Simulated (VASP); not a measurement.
Input:

```yaml
crystal:
  lattice:
    - [2.46400, -4.26778, 0.00000]
    - [2.46400, 4.26778, 0.00000]
    - [0.00000, 0.00000, 5.41873]
  atoms:
    - { symbol: Si, position: [0.00000, 0.46981, 0.33333] }
    - { symbol: Si, position: [0.53019, 0.53019, 0.00000] }
    - { symbol: Si, position: [0.46981, 0.00000, 0.66667] }
    - { symbol: O, position: [0.26740, 0.41338, 0.21419] }
    - { symbol: O, position: [0.58662, 0.85402, 0.88086] }
    - { symbol: O, position: [0.73260, 0.14598, 0.45248] }
    - { symbol: O, position: [0.85402, 0.58662, 0.11914] }
    - { symbol: O, position: [0.41338, 0.26740, 0.78581] }
    - { symbol: O, position: [0.14598, 0.73260, 0.54752] }
```

The numbers are results of r2SCAN meta-GGA, VASP's PBE PAW potentials (set 64) (plane waves; VASP 6.6.1), not measurements. Numerical set-up: 620 eV cut-off, 5×5×4 Γ-centred mesh, Gaussian smearing of 0.050 eV, potentials Si O.

What does the run give for the energy per atom (σ→0)?

The energy per atom (σ→0) is -9.941 eV/atom.

Only differences to runs with the same potentials and settings are physical.

The compound is SiO2 in the quartz structure. It was relaxed first.
